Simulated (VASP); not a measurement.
Given:

```xyz
2
Lattice="0.0000 2.7810 2.7810 2.7810 0.0000 2.7810 2.7810 2.7810 0.0000" Properties=species:S:1:pos:R:3 pbc="T T T"
Zn     2.7810     5.5621     2.7810
Se     1.3905     1.3905     1.3905
```

Level of theory: PBE0 hybrid, VASP's PBE PAW potentials (set 64) (plane waves; VASP 6.6.1). Settings: 520 eV cut-off, 6×6×6 Γ-centred mesh, Gaussian smearing of 0.050 eV, potentials Zn Se.

Q: Give the stress tensor in GPa (positive for a compressed cell).

A: 
```
5.25  0.00  0.00
0.00  5.25  0.00
0.00  0.00  5.25
```
The pressure is its mean diagonal, 5.25 GPa.

The compound is ZnSe in the zinc blende structure. This cell is one point of a volume scan, at 0.91 of the reference volume. The cell's shape comes from a PBE relaxation.
